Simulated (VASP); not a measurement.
# Si3Au (Fm-3m) in VASP: further runs, part 3 of 4

VASP 6.6.1.

### 4 Band structure, PBE

POSCAR reads:

```
Si3Au
1.0
    0.0000000000      3.2039900000      3.2039900000
    3.2039900000      0.0000000000      3.2039900000
    3.2039900000      3.2039900000      0.0000000000
Si Au
3 1
Direct
    0.5000000000      0.5000000000      0.5000000000
    0.2500000000      0.2500000000      0.2500000000
    0.7500000000      0.7500000000      0.7500000000
    0.0000000000      0.0000000000      0.0000000000
```

INCAR.step1 reads:

```
  ALGO = Normal
  EDIFF = 1E-6
  ENCUT = 600
  GGA = PE
  ISIF = 2
  ISMEAR = -1
  LASPH = True
  LCHARG = True
  LMAXMIX = 4
  LREAL = False
  LWAVE = False
  NELM = 60
  PREC = Accurate
  SIGMA = 0.05
```

KPOINTS.step1 reads:

```
k-points
0
Gamma
  5 5 5
```

INCAR.step2 reads:

```
  ALGO = Normal
  EDIFF = 1E-6
  ENCUT = 600
  GGA = PE
  ICHARG = 11
  ISIF = 2
  ISMEAR = 0
  LASPH = True
  LCHARG = False
  LMAXMIX = 4
  LREAL = False
  LWAVE = False
  NELM = 60
  PREC = Accurate
  SIGMA = 0.05
```

KPOINTS.step2 reads:

```
path GXWKGLUWLK,UX
20
line-mode
reciprocal
 0.0000000000  0.0000000000  0.0000000000  G
 0.5000000000  0.0000000000  0.5000000000  X

 0.5000000000  0.0000000000  0.5000000000  X
 0.5000000000  0.2500000000  0.7500000000  W

 0.5000000000  0.2500000000  0.7500000000  W
 0.3750000000  0.3750000000  0.7500000000  K

 0.3750000000  0.3750000000  0.7500000000  K
 0.0000000000  0.0000000000  0.0000000000  G

 0.0000000000  0.0000000000  0.0000000000  G
 0.5000000000  0.5000000000  0.5000000000  L

 0.5000000000  0.5000000000  0.5000000000  L
 0.6250000000  0.2500000000  0.6250000000  U

 0.6250000000  0.2500000000  0.6250000000  U
 0.5000000000  0.2500000000  0.7500000000  W

 0.5000000000  0.2500000000  0.7500000000  W
 0.5000000000  0.5000000000  0.5000000000  L

 0.5000000000  0.5000000000  0.5000000000  L
 0.3750000000  0.3750000000  0.7500000000  K

 0.6250000000  0.2500000000  0.6250000000  U
 0.5000000000  0.0000000000  0.5000000000  X
```

Potentials or basis: VASP PAW PBE potentials, release 64 (Si, Au).

Command:

```sh
$ cat potpaw_PBE.64/Si/POTCAR potpaw_PBE.64/Au/POTCAR > POTCAR
$ cp INCAR.step1 INCAR
$ cp KPOINTS.step1 KPOINTS
$ mpirun -np 1 vasp_std > vasp.out
$ cp INCAR.step2 INCAR
$ cp KPOINTS.step2 KPOINTS
$ mpirun -np 1 vasp_std > vasp.out
```

OUTCAR:

```text
EDIFF = 1E-6
   ENCUT = 600
   GGA = PE
   ICHARG = 11
   ISIF = 2
   ISMEAR = 0
   LASPH = True
   LREAL = False
   NELM = 60
   PREC = Accurate

 ion  position               nearest neighbor table
   1  0.500  0.500  0.500-   2 2.77   2 2.77   2 2.77   2 2.77   3 2.77   3 2.77   3 2.77   3 2.77
                             4 3.20   4 3.20   4 3.20   4 3.20   4 3.20   4 3.20
   2  0.250  0.250  0.250-   4 2.77   4 2.77   4 2.77   1 2.77   4 2.77   1 2.77   1 2.77   1 2.77

   3  0.750  0.750  0.750-   1 2.77   1 2.77   1 2.77   1 2.77   4 2.77   4 2.77   4 2.77   4 2.77

   4  0.000  0.000  0.000-   3 2.77   3 2.77   3 2.77   2 2.77   3 2.77   2 2.77   2 2.77   2 2.77
                             1 3.20   1 3.20   1 3.20   1 3.20   1 3.20   1 3.20

  LATTYP: Found a face centered cubic cell.
 ALAT       =     6.4079800000

  Lattice vectors:

 A1 = (   0.0000000000,   3.2039900000,   3.2039900000)
 A2 = (   3.2039900000,   0.0000000000,   3.2039900000)
 A3 = (   3.2039900000,   3.2039900000,   0.0000000000)

Analysis of symmetry for initial positions (statically):
=====================================================================
 Subroutine PRICEL returns:
 Original cell was already a primitive cell.

 Routine SETGRP: Setting up the symmetry group for a
 face centered cubic supercell.

 Subroutine GETGRP returns: Found 48 space group operations
 (whereof 48 operations were pure point group operations)
 out of a pool of 48 trial point group operations.

The static configuration has the point symmetry O_h .

Analysis of symmetry for dynamics (positions and initial velocities):
=====================================================================
 Subroutine PRICEL returns:
 Original cell was already a primitive cell.

 Routine SETGRP: Setting up the symmetry group for a
 face centered cubic supercell.

 Subroutine GETGRP returns: Found 48 space group operations
 (whereof 48 operations were pure point group operations)
 out of a pool of 48 trial point group operations.

The dynamic configuration has the point symmetry O_h .

 Subroutine INISYM returns: Found 48 space group operations
 (whereof 48 operations are pure point group operations),
 and found     1 'primitive' translations

----------------------------------------------------------------------------------------

                                     Primitive cell

  volume of cell :      65.7815

  direct lattice vectors                    reciprocal lattice vectors
     0.000000000  3.203990000  3.203990000    -0.156055418  0.156055418  0.156055418
     3.203990000  0.000000000  3.203990000     0.156055418 -0.156055418  0.156055418
     3.203990000  3.203990000  0.000000000     0.156055418  0.156055418 -0.156055418

  length of vectors
     4.531126112  4.531126112  4.531126112     0.270295913  0.270295913  0.270295913

  position of ions in fractional coordinates (direct lattice)
     0.500000000  0.500000000  0.500000000
     0.250000000  0.250000000  0.250000000
     0.750000000  0.750000000  0.750000000
     0.000000000  0.000000000  0.000000000

  ion indices of the primitive-cell ions
   primitive index   ion index
                 1           1
                 2           2
                 3           3
                 4           4

[... 27 lines left out ...]
  0.131579  0.000000  0.131579      0.005000
[... 16 lines left out ...]
  0.500000  0.026316  0.526316      0.005000
  0.500000  0.039474  0.539474      0.005000
 [... further k-points ...]
   k-points           NKPTS =    200   k-points in BZ     NKDIM =    200   number of bands    NBANDS=     15
   number of dos      NEDOS =    301   number of ions     NIONS =      4
   total plane-waves  NPLWV =  46656
   dimension x,y,z NGX =    36 NGY =   36 NGZ =   36
   dimension x,y,z NGXF=    72 NGYF=   72 NGZF=   72
   ions per type =               3   1
   NGX,Y,Z   is equivalent  to a cutoff of  13.21, 13.21, 13.21 a.u.
   NGXF,Y,Z  is equivalent  to a cutoff of  26.42, 26.42, 26.42 a.u.
 SYSTEM =  unknown system
   PREC   = accura    normal or accurate (medium, high low for compatibility)
   ISTART =      0    job   : 0-new  1-cont  2-samecut
   ICHARG =     11    charge: 1-file 2-atom 10-const
   ISPIN  =      1    spin polarized calculation?
   LNONCOLLINEAR =      F non collinear calculations
   LSORBIT =      F    spin-orbit coupling
   LASPH  =      T    aspherical Exc in radial PAW
   ENCUT  =  600.0 eV  44.10 Ry    6.64 a.u.   9.05  9.05  9.05*2*pi/ulx,y,z
   NELM   =     60;   NELMIN=  2; NELMDL=  0     # of ELM steps
   EDIFF  = 0.1E-05   stopping-criterion for ELM
   LREAL  =      F    real-space projection
   EDIFFG = 0.1E-04   stopping-criterion for IOM
   NSW    =      0    number of steps for IOM
   IBRION =     -1    ionic relax: 0-MD 1-quasi-New 2-CG
   NFREE  =      0    steps in history (QN), initial steepest desc. (CG)
   ISIF   =      2    stress and relaxation
   ISYM   =      2    0-nonsym 1-usesym 2-fastsym
   POTIM  = 0.5000    time-step for ionic-motion
   TEBEG  =    0.0;   TEEND  =   0.0 temperature during run
   PSTRESS=    0.0 pullay stress
   NELECT =      23.0000    total number of electrons
   NUPDOWN=      -1.0000    fix difference up-down
   EMIN   =  10.00;   EMAX   =-10.00  energy-range for DOS
   EFERMI =   0.00;   METHOD = LEGACY
   ISMEAR =     0;   SIGMA  =   0.05  broadening in eV -4-tet -1-fermi 0-gaus
   EFERMI_NEDOS =   21; number of points for ismear=-14 and -15
   IALGO  =     38    algorithm
   IMIX   =      4    mixing-type and parameters
     AMIX     =   0.40;   BMIX     =  1.00
     AMIX_MAG =   1.60;   BMIX_MAG =  1.00
  volume/ion in A,a.u.               =      16.45       110.98
  Fermi-wavevector in a.u.,A,eV,Ry     =   1.153319  2.179458 18.097732  1.330146
  Thomas-Fermi vector in A             =   2.289964
   LORBIT       =      0    0 simple, 1 ext, 2 COOP (PROOUT), +10 PAW based schemes
   GGA     = PE    functional components
   LHFCALC =     F    Hartree Fock is set to
   AEXX    =    0.0000 exact exchange contribution
   IVDW    =     0    specifies the selected vdW correction
   LEPSILON=     F    determine dielectric tensor
   LRPA    =     F    only Hartree local field effects (RPA)
 non-spin polarized calculation
 Gauss-broadening in eV      SIGMA  =   0.05
  energy-cutoff  :      600.00
  volume of cell :       65.78
 maximum number of plane-waves:      2212

 number of electron      22.9999999 magnetization

 Free energy of the ion-electron system (eV)
  ---------------------------------------------------
  ext. energy  EPLUGINS =         0.00000000
  ---------------------------------------------------
  free energy    TOTEN  =       -18.04581082 eV

  energy without entropy =      -18.04376639  energy(sigma->0) =      -18.04478860

 E-fermi :   9.2182     XC(G=0): -11.2472

 val. band max:        9.2115599360   @ k =   0.1053   0.1053   0.1053
 cond. band min:       9.2468436705   @ k =   0.5000   0.4474   0.5526
 fundamental gap:      0.0352837345
 Fermi energy:         9.2182110570

 k-point     1 :       0.0000    0.0000    0.0000
  band No.  band energies     occupation
      1      -3.7811      2.00000
      2       2.9236      2.00000
      3       2.9236      2.00000
      4       2.9236      2.00000
      5       4.0256      2.00000
      6       4.0256      2.00000
      7       4.8986      2.00000
      8       6.7490      2.00000
      9       7.3119      2.00000
     10       7.3119      2.00000
     11       7.3119      2.00000
     12       9.3910      0.00000
     13       9.3910      0.00000
     14       9.3910      0.00000
[... 401 lines left out ...]
      2      -0.3332      2.00000
      3       0.9320      2.00000
      4       3.4942      2.00000
      5       3.9171      2.00000
      6       3.9831      2.00000
      7       3.9869      2.00000
      8       4.2089      2.00000
      9       4.4596      2.00000
     10       5.7740      2.00000
     11       6.7543      2.00000
     12      12.1435      0.00000
     13      12.6064      0.00000
     14      13.1936      0.00000
     15      13.4904      0.00000

 [... further k-points ...]
[... 5 lines left out ...]
  --------------------------------------------------------------------------------------
  -------------------------------------------------------------------------------------
  Total        0.3457522      0.3457522      0.3457522      0.0000000     -0.0000000      0.0000000
  in kB        8.4211634      8.4211634      8.4211634      0.0000000     -0.0000000      0.0000000
  external PRESSURE =       8.4211634 kB  Pullay stress =       0.0000000 kB

 VOLUME and BASIS-vectors are now :
 -----------------------------------------------------------------------------
  energy-cutoff  :      600.00
  volume of cell :       65.78
      direct lattice vectors                 reciprocal lattice vectors
     0.000000000  3.203990000  3.203990000    -0.156055418  0.156055418  0.156055418
     3.203990000  0.000000000  3.203990000     0.156055418 -0.156055418  0.156055418
     3.203990000  3.203990000  0.000000000     0.156055418  0.156055418 -0.156055418

 POSITION                                       TOTAL-FORCE (eV/Angst)
 -----------------------------------------------------------------------------------
      3.20399      3.20399      3.20399         0.000000      0.000000      0.000000
      1.60200      1.60200      1.60200        -0.000000     -0.000000     -0.000000
      4.80598      4.80598      4.80598         0.000000      0.000000      0.000000
      0.00000      0.00000      0.00000         0.000000      0.000000      0.000000
 -----------------------------------------------------------------------------------
    total drift:                               -0.000000      0.000000      0.000000

  FREE ENERGIE OF THE ION-ELECTRON SYSTEM (eV)
  ---------------------------------------------------
  free  energy   TOTEN  =       -18.0458108165 eV

  energy  without entropy=      -18.0437663888  energy(sigma->0) =      -18.04478860
```

It took 2.2 min on 1 thread of Intel Xeon Platinum 8559C (Emerald Rapids), shared host; peak memory 0.36 GiB.

Results:

```
Band gap along the path : none (metal or under the smearing width)
```

Levels at the corners of the path, in eV from the Fermi level:
```csv
point,band 7,band 8,band 9,band 10,band 11,band 12,band 13,band 14,band 15
Γ,-4.23,-2.38,-1.81,-1.81,-1.81,0.27,0.27,0.27,1.42
X,-5.14,-5.12,-4.82,-3.44,-2.41,3.51,3.51,4.02,4.34
X,-5.14,-5.12,-4.82,-3.44,-2.41,3.51,3.51,4.02,4.35
W,-5.05,-4.87,-4.15,-0.61,-0.61,-0.42,0.27,3.16,4.98
W,-5.05,-4.87,-4.15,-0.61,-0.61,-0.42,0.27,3.16,4.99
K,-4.92,-4.45,-3.88,-3.07,-0.61,1.06,2.11,2.52,3.32
K,-4.92,-4.45,-3.88,-3.07,-0.61,1.06,2.11,2.52,3.32
Γ,-4.23,-2.38,-1.81,-1.81,-1.81,0.27,0.27,0.27,1.42
Γ,-4.23,-2.38,-1.81,-1.81,-1.81,0.27,0.27,0.27,1.42
L,-5.04,-4.56,-2.04,-2.04,-1.13,-1.13,-0.77,3.16,3.53
L,-5.04,-4.56,-2.04,-2.04,-1.13,-1.13,-0.77,3.16,3.53
U,-4.92,-4.45,-3.88,-3.07,-0.61,1.06,2.11,2.52,3.32
U,-4.92,-4.45,-3.88,-3.07,-0.61,1.06,2.11,2.52,3.32
W,-5.05,-4.87,-4.15,-0.61,-0.61,-0.42,0.27,3.16,4.98
W,-5.05,-4.87,-4.15,-0.61,-0.61,-0.42,0.27,3.16,4.99
L,-5.04,-4.56,-2.04,-2.04,-1.13,-1.13,-0.77,3.16,3.53
L,-5.04,-4.56,-2.04,-2.04,-1.13,-1.13,-0.77,3.16,3.53
K,-4.92,-4.45,-3.88,-3.07,-0.61,1.06,2.11,2.52,3.32
U,-4.92,-4.45,-3.88,-3.07,-0.61,1.06,2.11,2.52,3.32
X,-5.14,-5.12,-4.82,-3.44,-2.41,3.51,3.51,4.02,4.34
```

Caveat: the log is that of the step along the path at fixed density, whose energy, stress, charges and moments have no meaning; spin-orbit coupling is left out, which moves the levels of the heavy elements.

(Continued in part 4 of 4.)
